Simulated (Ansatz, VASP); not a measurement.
# CeCl: VASP beside Ansatz, part 2 of 2

Aim: how closely do two programs agree when they are given the same cell, functional and k mesh? The cell is invented: As first built, before any earlier steps moved the atoms (in the runner's words): it takes the SmI structure with all of its atoms replaced by other elements, volume scaled by an estimate. It may not be a known or stable phase. The cell is taken from a series of VASP runs on this material, whose earlier steps may have relaxed, scaled or displaced it; both programs get it as it stands.

VASP 6.6.1 and Ansatz 0.2.0.

So far: The starting structure; Ansatz: relaxation of cell and atoms, PBE.

In doubt: a part-filled 4f shell, where there is one, can sit in one of many states, so energies may not be the lowest and differences between runs may mislead; derivatives with an open 4f shell can jump between states, which bears on forces and vibrations; where a d or f shell is part filled, a hybrid can land on a higher state (steps 5, 6), so the values of those runs are not to be relied on.

## (3) VASP: relaxation of cell and atoms, PBE

Level of this step: PBE, spin-polarised from a ferromagnetic start (one magnetic atom a cell); plane waves and PAW (Ce, Cl); invented cell (VASP).

The same cell, functional, mesh and smearing now go to VASP, with its own data sets and cutoff.

Lines of VASP's logs that name or quote its potential files are left out, and so is its time.

INCAR reads:

```
SYSTEM = CeCl
PREC = Accurate
ENCUT = 400
EDIFF = 1E-06
NELM = 100
ISMEAR = -1
SIGMA = 0.05
LREAL = .FALSE.
ALGO = Normal
GGA = PE
ISPIN = 2
MAGMOM = 1 0
LMAXMIX = 6
LORBIT = 11
LWAVE = .FALSE.
LCHARG = .FALSE.
KPAR = 4
IBRION = 2
NSW = 60
ISIF = 3
EDIFFG = -0.01
```

POSCAR reads:

```
CeCl
1.0
    3.5137458711      0.0000000000      0.0000000000
   -1.7568729355      3.0429932333      0.0000000000
    0.0000000000      0.0000000000      4.4702765051
Ce Cl
1 1
Direct
    0.0000000000      0.0000000000      0.0000000000
    0.3333333300      0.6666666700      0.5000000000
```

KPOINTS reads:

```
Automatic mesh
0
Gamma
9 9 6
0 0 0
```

PAW data sets: Ce and Cl (PBE family, release 64).

On the command line:

```console
$ mpirun -np 4 vasp_std
```

Numbers of over 12 decimals in the logs are rounded to 6 here.

The log of the run:

```text
[banner, memory and clock lines left out]
running    4 mpi-ranks, on    1 nodes
 distrk:  each k-point on    1 cores,    4 groups
 distr:  one band on    1 cores,    1 groups

 POSCAR found type information on POSCAR CeCl
 POSCAR found :  2 types and       2 ions
 LDA part: xc-table for (Slater+PW92), standard interpolation
 POSCAR, INCAR and KPOINTS ok, starting setup
 FFT: planning ... GRIDC
 FFT: planning ... GRID_SOFT
 FFT: planning ... GRID
 WAVECAR not read
 entering main loop
       N       E                     dE             d eps       ncg     rms          rms(c)
DAV:   1     0.153053679869E+03    0.15305E+03   -0.71285E+03  2688   0.132E+03
DAV:   2     0.639042142666E+01   -0.14666E+03   -0.14080E+03  3780   0.227E+02
DAV:   3    -0.924865719424E+01   -0.15639E+02   -0.15344E+02  3558   0.100E+02
DAV:   4    -0.106058182923E+02   -0.13572E+01   -0.12351E+01  4380   0.200E+01
DAV:   5    -0.106749872538E+02   -0.69169E-01   -0.68845E-01  4156   0.516E+00    0.675E+00
DAV:   6    -0.104543570248E+02    0.22063E+00   -0.10726E+00  4612   0.698E+00    0.402E+00
DAV:   7    -0.104538249008E+02    0.53212E-03   -0.45526E-01  4654   0.462E+00    0.310E+00
DAV:   8    -0.104312761554E+02    0.22549E-01   -0.47214E-01  4490   0.437E+00    0.208E+00
DAV:   9    -0.104363398832E+02   -0.50637E-02   -0.10622E-01  4434   0.193E+00    0.844E-01
DAV:  10    -0.104340856436E+02    0.22542E-02   -0.15597E-02  4526   0.900E-01    0.417E-01
DAV:  11    -0.104339598195E+02    0.12582E-03   -0.62386E-03  4072   0.516E-01    0.157E-01
DAV:  12    -0.104341401592E+02   -0.18034E-03   -0.11862E-03  4914   0.247E-01    0.735E-02
DAV:  13    -0.104341623060E+02   -0.22147E-04   -0.18856E-04  4342   0.107E-01    0.323E-02
DAV:  14    -0.104341739139E+02   -0.11608E-04   -0.42299E-05  4036   0.538E-02    0.186E-02
DAV:  15    -0.104341773111E+02   -0.33972E-05   -0.12699E-05  4062   0.295E-02    0.551E-03
DAV:  16    -0.104341786587E+02   -0.13476E-05   -0.10018E-06  2820   0.974E-03    0.481E-03
DAV:  17    -0.104341790984E+02   -0.43975E-06   -0.64196E-07  2532   0.733E-03
   1 F= -.10434179E+02 E0= -.10411943E+02  d E =-.104342E+02  mag=     1.2644
 curvature:   0.00 expect dE= 0.000E+00 dE for cont linesearch  0.000E+00
 trial: gam= 0.00000 g(F)=  0.790E-43 g(S)=  0.824E-04 ort = 0.000E+00 (trialstep = 0.100E+01)
 search vector abs. value=  0.824E-04
 bond charge predicted
       N       E                     dE             d eps       ncg     rms          rms(c)
DAV:   1    -0.104365907833E+02   -0.24121E-02   -0.32861E-02  3752   0.150E+00    0.540E-01
DAV:   2    -0.104393454932E+02   -0.27547E-02   -0.95118E-02  3866   0.183E+00    0.107E+00
DAV:   3    -0.104342275624E+02    0.51179E-02   -0.33394E-02  4002   0.115E+00    0.448E-02
DAV:   4    -0.104342533989E+02   -0.25837E-04   -0.13202E-03  4498   0.223E-01    0.497E-02
DAV:   5    -0.104342321143E+02    0.21285E-04   -0.70221E-05  3724   0.633E-02    0.354E-02
DAV:   6    -0.104342274449E+02    0.46694E-05   -0.58041E-05  4620   0.467E-02    0.151E-02
DAV:   7    -0.104342275599E+02   -0.11500E-06   -0.10004E-05  5204   0.168E-02    0.716E-03
DAV:   8    -0.104342281401E+02   -0.58019E-06   -0.59377E-07  2052   0.539E-03
   2 F= -.10434228E+02 E0= -.10412120E+02  d E =-.490417E-04  mag=     1.2615
 trial-energy change:   -0.000049  1 .order   -0.000029   -0.000082    0.000025
 step:   0.8837(harm=  0.7670)  dis= 0.00000  next Energy=   -10.434230 (dE=-0.505E-04)
 reached required accuracy - stopping structural energy minimisation
```

OUTCAR, selected parts (step 3):

```text
ion  position               nearest neighbor table
   1  0.000  0.000  0.000-
   2  0.333  0.667  0.500-

  LATTYP: Found a hexagonal cell.
 ALAT       =     3.5137458711
 C/A-ratio  =     1.2722253313

 Subroutine GETGRP returns: Found 12 space group operations
 (whereof 12 operations were pure point group operations)

The static configuration has the point symmetry D_3h.

 Found     48 irreducible k-points:

   k-points           NKPTS =     48   k-points in BZ     NKDIM =     48   number of bands    NBANDS=     14

   dimension x,y,z NGX =    24 NGY =   24 NGZ =   30
   dimension x,y,z NGXF=    48 NGYF=   48 NGZF=   60

   ENCUT  =  400.0 eV  29.40 Ry    5.42 a.u.   5.73  5.73  7.29*2*pi/ulx,y,z

   NELECT =      19.0000    total number of electrons

 k-points in reciprocal lattice and weights: Automatic mesh
   0.00000000  0.00000000  0.00000000       0.002
   0.11111111 -0.00000000  0.00000000       0.012
   0.22222222 -0.00000000  0.00000000       0.012
   0.33333333  0.00000000  0.00000000       0.012
   0.44444444 -0.00000000  0.00000000       0.012
   0.11111111  0.11111111  0.00000000       0.012
   0.22222222  0.11111111  0.00000000       0.025
   0.33333333  0.11111111  0.00000000       0.025
   0.44444444  0.11111111  0.00000000       0.012
[...]
0.33333333  0.22222222  0.50000000       0.025
   0.33333333  0.33333333  0.50000000       0.004

 average (electrostatic) potential at core
       1 -75.5238       2 -89.8262

 E-fermi :   8.4478

 spin component 1
 k-point     1 :       0.0000    0.0000    0.0000
  band No.  band energies     occupation
    ...
      6       2.5695      1.00000
      7       3.4974      1.00000
      8       3.4974      1.00000
      9       6.1693      1.00000
     10       8.0748      0.99943
     11       8.5981      0.04721
     12       8.5981      0.04721
     13       8.6760      0.01032
     14       8.8517      0.00031

 k-point     2 :       0.1111   -0.0000    0.0000
  band No.  band energies     occupation
    ...
      6       2.4534      1.00000
      7       3.0724      1.00000
      8       3.4631      1.00000
      9       6.5510      1.00000
     10       8.0782      0.99938
     11       8.5672      0.08411
     12       8.6222      0.02970
     13       8.7159      0.00467
     14       8.8285      0.00049

 k-point     3 :       0.2222   -0.0000    0.0000
  band No.  band energies     occupation
    ...
      6       2.1646      1.00000
      7       2.2052      1.00000
      8       3.3692      1.00000
      9       7.1455      1.00000
     10       8.1092      0.99886
     11       8.5065      0.23641
     12       8.6907      0.00771
     13       8.7477      0.00248
     14       8.7816      0.00126

 k-point     4 :       0.3333    0.0000    0.0000
  band No.  band energies     occupation
    ...
      6       1.4089      1.00000
      7       1.8425      1.00000
      8       3.2547      1.00000
      9       6.8790      1.00000
     10       8.4216      0.62835
     11       8.4931      0.28808
     12       8.6823      0.00910
     13       8.7869      0.00113
     14       8.8358      0.00043

 k-point     5 :       0.4444   -0.0000    0.0000
  band No.  band energies     occupation
    ...
      6       0.9492      1.00000
      7       1.6345      1.00000
      8       3.1774      1.00000
      9       6.5671      1.00000
     10       8.3478      0.88082
     11       8.6067      0.04004
     12       8.6549      0.01566
     13       8.8650      0.00024
     14       8.8663      0.00023

 k-point     6 :       0.1111    0.1111    0.0000
  band No.  band energies     occupation
    ...
      6       2.2528      1.00000
      7       2.4825      1.00000
      8       3.3507      1.00000
      9       7.1602      1.00000
     10       7.9831      0.99991
     11       8.5234      0.18080
     12       8.6660      0.01257
     13       8.7515      0.00230
     14       8.7652      0.00175

  Total        0.0102810      0.0102810      0.0104740      0.0000000      0.0000000     -0.0000000
  in kB        0.3454557      0.3454557      0.3519399      0.0000000      0.0000000     -0.0000000
  external PRESSURE =       0.3476171 kB  Pullay stress =       0.0000000 kB

  energy-cutoff  :      400.00
  volume of cell :       47.68
      direct lattice vectors                 reciprocal lattice vectors
     3.511201714 -0.000000000  0.000000000     0.284802777  0.164430958 -0.000000000
    -1.755600857  3.040789928  0.000000000     0.000000000  0.328861915 -0.000000000
     0.000000000  0.000000000  4.465943117    -0.000000000 -0.000000000  0.223916869

 POSITION                                       TOTAL-FORCE (eV/Angst)
 -----------------------------------------------------------------------------------
     -0.00000      0.00000      0.00000        -0.000000      0.000000      0.000000
     -0.00000      2.02719      2.23297         0.000000     -0.000000      0.000000
 -----------------------------------------------------------------------------------
    total drift:                                0.000017     -0.000010     -0.000000

  FREE ENERGIE OF THE ION-ELECTRON SYSTEM (eV)
  ---------------------------------------------------
  free  energy   TOTEN  =       -10.4342281401 eV

  energy  without entropy=      -10.3900114073  energy(sigma->0) =      -10.41211977

 reached required accuracy - stopping structural energy minimisation

 total charge
# of ion       s       p       d       f       tot
--------------------------------------------------
    1        2.028   5.648   0.935   1.141   9.752
    2        1.595   3.528   0.000   0.000   5.123
--------------------------------------------------
tot          3.622   9.176   0.935   1.141  14.875

 magnetization (x)
# of ion       s       p       d       f       tot
--------------------------------------------------
    1        0.003   0.002   0.117   0.907   1.029
    2       -0.000  -0.011   0.000   0.000  -0.011
--------------------------------------------------
tot          0.003  -0.009   0.117   0.907   1.019

[... 6 further parts left out ...]
```

CONTCAR:

```
CeCl
   1.00000000000000
     3.5112017137185991   -0.0000000000000418    0.0000000000000000
    -1.7556008568093719    3.0407899282755291    0.0000000000000000
     0.0000000000000000    0.0000000000000000    4.4659431165584698
  Ce              Cl
     1     1
Direct
     0.0000000000000000    0.0000000000000000    0.0000000000000000
     0.3333333300000021    0.6666666699999979    0.5000000000000000
```

Without U or exact exchange, f electrons of an open shell come out too delocalised. Oxides and halides of Ce are often magnetic insulators, and a metal at this level, without U or exact exchange, may be an artefact.

## (4) Comparison

Known differences besides the potentials themselves: both relaxations stop at a tolerance, which leaves soft axes loose, and VASP keeps its plane-wave basis; the cutoff is 420 eV in Ansatz and 400 eV in VASP; VASP leaves aspherical gradient terms in its spheres out (LASPH is not set), Ansatz keeps them; Ansatz adds a Pulay correction to the stress that steers its cell, VASP none; site moments are counted in spheres of each program's own size. Total energies have different zeros and are not compared.

The two programs side by side:

```
                                         quantity  Ansatz   VASP  difference
                                      volume (Å³)   48.13  47.68     +0.95 %
edge a after relaxation, in the typed setting (Å)   3.525  3.511     +0.38 %
edge c after relaxation, in the typed setting (Å)   4.474  4.466     +0.18 %
                                total moment (μB)    1.28   1.26       +0.01
                               moment on Ce1 (μB)    1.02   1.03       -0.01
```

The walks stopped with -0.02 GPa left in Ansatz and 0.03 GPa in VASP; each walk ends within a tolerance, so the volume difference is uncertain by about these residues over the bulk modulus, most in soft cells.

## (5) VASP: band structure, HSE06

A single point gives forces, pressure and levels at one fixed geometry, so differences don't come from the geometry; what else differs is listed under the comparison. The cell compared in this pair holds 47.68 Å³, against 47.80 Å³ for the pair before.

The run reads the wave functions of an earlier VASP run, which isn't shown here.

INCAR reads:

```
SYSTEM = CeCl
PREC = Accurate
ENCUT = 400
EDIFF = 1E-06
NELM = 100
ISMEAR = 0
SIGMA = 0.02
LREAL = .FALSE.
ALGO = Normal
LHFCALC = .TRUE.
AEXX = 0.25
GGA = PE
HFSCREEN = 0.2
LASPH = .TRUE.
ISPIN = 2
MAGMOM = 1 0
LMAXMIX = 6
PRECFOCK = Fast
LORBIT = 11
LWAVE = .FALSE.
LCHARG = .FALSE.
KPAR = 4
```

POSCAR reads:

```
CeCl
1.0
    3.5112017137      0.0000000000      0.0000000000
   -1.7556008568      3.0407899283      0.0000000000
    0.0000000000      0.0000000000      4.4659431166
Ce Cl
1 1
Direct
    0.0000000000      0.0000000000      0.0000000000
    0.3333333300      0.6666666700      0.5000000000
```

KPOINTS reads:

```
Automatic mesh
0
Gamma
5 5 3
0 0 0
```

KPOINTS_OPT reads:

```
Line mode
10
Line-mode
Reciprocal
  0.00000000   0.00000000   0.00000000 GAMMA
  0.50000000   0.00000000   0.00000000 M

  0.50000000   0.00000000   0.00000000 M
  0.33333333   0.33333333   0.00000000 K

  0.33333333   0.33333333   0.00000000 K
  0.00000000   0.00000000   0.00000000 GAMMA

  0.00000000   0.00000000   0.00000000 GAMMA
  0.00000000   0.00000000   0.50000000 A

  0.00000000   0.00000000   0.50000000 A
  0.50000000   0.00000000   0.50000000 L

  0.50000000   0.00000000   0.50000000 L
  0.33333333   0.33333333   0.50000000 H

  0.33333333   0.33333333   0.50000000 H
  0.00000000   0.00000000   0.50000000 A

  0.50000000   0.00000000   0.50000000 L
  0.50000000   0.00000000   0.00000000 M

  0.33333333   0.33333333   0.00000000 K
  0.33333333   0.33333333   0.50000000 H
```

On the command line:

```console
$ mpirun -np 4 vasp_std
```

The log of the run:

```text
[banner, memory and clock lines left out]
running    4 mpi-ranks, on    1 nodes
[...]
LDA part: xc-table for (Slater+PW92), standard interpolation
 found WAVECAR, reading the header
 POSCAR, INCAR and KPOINTS ok, starting setup
[...]
reading WAVECAR
 the WAVECAR file was read successfully
 initial charge from wavefunction
 entering main loop
       N       E                     dE             d eps       ncg     rms          rms(c)
DAV:   1    -0.126428087198E+02   -0.12643E+02   -0.65106E+00   928   0.174E+01    0.544E+00
DAV:   2    -0.121251839170E+02    0.51762E+00   -0.21791E+00   674   0.129E+01    0.250E+00
DAV:   3    -0.122826785739E+02   -0.15749E+00   -0.81765E-01   892   0.558E+00    0.217E+00
DAV:   4    -0.122784804615E+02    0.41981E-02   -0.64815E-01   728   0.627E+00    0.830E-01
[...]
DAV:  25    -0.132424909746E+02   -0.18794E-05   -0.95872E-06   598   0.114E-02    0.229E-03
DAV:  26    -0.132424921476E+02   -0.11730E-05   -0.63507E-06   568   0.104E-02    0.190E-03
DAV:  27    -0.132424929499E+02   -0.80226E-06   -0.42565E-06   568   0.941E-03
   1 F= -.13242493E+02 E0= -.13242493E+02  d E =-.145090E-28  mag=     1.0000
 Start KPOINTS_OPT (optional k-point list driver)
k-point batch [1-10\90]
       N       E                     dE             ncg
DAV:   1     0.837087015144E+03   -0.18697E+04      560
DAV:   2    -0.776285408123E+03   -0.16134E+04      726
DAV:   3    -0.115206305396E+04   -0.37578E+03      872
DAV:   4    -0.119067585518E+04   -0.38613E+02      884
[...]
DAV:  10    -0.119245793586E+04   -0.22980E-04      682
DAV:  11    -0.119245793905E+04   -0.31892E-05      580
DAV:  12    -0.119245793980E+04   -0.75135E-06      556
[...]
k-point batch [81-90\90]
       N       E                     dE             ncg
DAV:   1     0.592369691844E+03   -0.58598E+04      560
DAV:   2    -0.901994533573E+03   -0.14944E+04      714
DAV:   3    -0.118691846890E+04   -0.28492E+03      738
DAV:   4    -0.121436687638E+04   -0.27448E+02      890
[...]
DAV:  11    -0.121916928510E+04   -0.75688E-05      622
DAV:  12    -0.121916928654E+04   -0.14454E-05      628
DAV:  13    -0.121916928694E+04   -0.39550E-06      598
```

Parts of OUTCAR (step 5):

```text
 POSITION                                       TOTAL-FORCE (eV/Angst)
 -----------------------------------------------------------------------------------
      0.00000      0.00000      0.00000         0.000000      0.000000      0.000000
     -0.00000      2.02719      2.23297        -0.000000      0.000000      0.000000
 -----------------------------------------------------------------------------------
    total drift:                                0.000017     -0.000016      0.000004

  FREE ENERGIE OF THE ION-ELECTRON SYSTEM (eV)
  ---------------------------------------------------
  free  energy   TOTEN  =       -13.2424929499 eV

  energy  without entropy=      -13.2424929499  energy(sigma->0) =      -13.24249295

 magnetization (x)
# of ion       s       p       d       f       tot
--------------------------------------------------
    1       -0.004  -0.001   0.005   0.965   0.965
    2       -0.001  -0.005   0.000   0.000  -0.006
--------------------------------------------------
tot         -0.005  -0.005   0.005   0.965   0.960

[... 3 further parts left out ...]
[key lines of the parts left out:]
E-fermi :   8.4463
```

## (6) Ansatz: band structure, HSE06

The same cell, functional, mesh and smearing now go to Ansatz, which takes its cutoff from its data sets.

The cell is taken from a series of VASP runs on this material, whose earlier steps may have relaxed, scaled or displaced it; both programs get it as it stands.

input.yaml reads:

```yaml
crystal:
  lattice:
    - [3.5112017137, 0.0, 0.0]
    - [-1.7556008568, 3.0407899283, 0.0]
    - [0.0, 0.0, 4.4659431166]
  atoms:
    - { symbol: Ce, position: [0.0, 0.0, 0.0], spin: 1.0 }
    - { symbol: Cl, position: [0.33333333, 0.66666667, 0.5] }
hamiltonian:
  xc: { exchange: pbe, correlation: pbe, exx: { coeff: 0.25, omega: 0.2 } }
  pseudopotentials: { kind: paw }
magnetization:
  spin_polarized: true
kpoints:
  mp_grid: { grid: [5, 5, 3] }
  band_path:
    path:
      - [0.0, 0.0, 0.0]
      - [0.44444, 0.0, 0.0]
      - [0.38889, 0.22222, 0.0]
      - [0.18519, 0.18519, 0.0]
      - [0.0, 0.0, 0.11111]
      - [0.0, 0.0, 0.5]
      - [0.44444, 0.0, 0.5]
      - [0.38889, 0.22222, 0.5]
      - [0.18519, 0.18519, 0.5]
      - [0.5, 0.0, 0.38889]
      - [0.33333, 0.33333, 0.0]
      - [0.33333, 0.33333, 0.5]
    npoints: 1
scf:
  occupations: { method: gaussian, width: 0.02 }
  n_extra_bands: 9
output:
  forces: true
  stress: true
  eigenvalues: true
```

On the command line:

```console
$ ansatz run input.yaml --threads 4 --pin off --max-ram 9216MiB --backend cpu --events-out ev --progress --plain --runs-dir out
```

The log of the run:

```text
[...]
k-point 0 ↑: bands = [... 6 lower, 7.0731, 7.0731, 10.5489, 10.9644, 13.8621, 15.1227, 15.1227, 15.1799, ... 5 higher]
  k-point 1 ↑: bands = [... 6 lower, 7.0431, 7.0431, 10.6618, 11.7866, 14.3389, 14.4849, 14.4849, 15.4592, ... 5 higher]
  k-point 2 ↑: bands = [... 6 lower, 5.8888, 6.9539, 10.9908, 11.6168, 13.4878, 15.0974, 15.1568, 15.3043, ... 5 higher]
  k-point 9 ↓: bands = [... 6 lower, 5.6147, 5.9283, 12.7656, 14.9079, 15.3482, 15.4707, 15.9826, 16.1178, ... 5 higher]
[key lines of the parts left out:]
Magnetization: 1.0000 μB (10.0000 up, 9.0000 down)
Free energy (F): -7661.981897 eV
Fermi energy:    12.985259 eV
P = ⅓ Tr σ = 4.1331 GPa (41.331 kbar)
```

The job ended after 46 s (4 threads of AMD EPYC 9R14 (Zen 4), shared host; peak memory 0.82 GiB).

## (7) Side by side

What differs besides the data sets and the points named for the pairs above, as far as they apply: exact exchange at q = 0 is treated differently, which shows on coarse meshes; VASP keeps PBE cores, Ansatz makes them for the functional; VASP takes a coarser grid for exact exchange (PRECFOCK = Fast). Total energies have different zeros and are not compared.

The two programs side by side:

```
          quantity  Ansatz  VASP  difference
 total moment (μB)    1.00  1.00        0.00
moment on Ce1 (μB)    0.97  0.96       +0.01
```

## (8) What came out

| Quantity | Value |
| --- | --- |
| difference in volume (relaxation of cell and atoms, PBE) | 0.95 % |
| difference in total moment (band structure, HSE06) | 0 μB |

The difference in volume is 0.95 % (relaxation of cell and atoms, PBE), within the 1.2 % picked in this series as the mark of a large difference, as far as the stopping tolerances let one tell. How closely two codes agree says nothing of how well the functional describes the real material.

[Lines on the potential files, build, host, timing and source positions are cut from VASP's logs without a mark.]

[Logs are printed without paths, hosts, clocks, repeated set-up lines and the standing remarks that a program may print on its own settings, such as how far it seeks lower states.]

[Hosts, paths, dates, database ids (printed as entryN), source tags and the programs' standing remarks are cut or masked in the printed files.]
